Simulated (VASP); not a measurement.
Energy against volume of ZnO (wurtzite). Calculation: vdW-DF-cx, VASP's PBE PAW potentials (set 64) (plane waves; VASP). Run with 520 eV cut-off, 8×8×4 Γ-centred mesh, Gaussian smearing of 0.050 eV, potentials Zn O.

Shape and ions are relaxed at each volume.

| V (Å³/atom) | E (eV/atom) |
|---|---|
| 11.240 | -2.20272 |
| 11.599 | -2.21937 |
| 11.958 | -2.22475 |
| 12.316 | -2.22059 |

Q: Fit these four points and predict the energy of the run at 12.675 Å³/atom.

A: A cubic in V^(−2/3), the third-order Birch-Murnaghan form, passes through the four points with V0 = 11.97 Å³/atom and B0 = 141 GPa, and gives -2.2083 eV/atom there. The run gave -2.2083 eV/atom, -0.0 meV/atom from the fit; all five points give B0 = 141 GPa.

The compound is ZnO in the wurtzite structure. It was relaxed first.
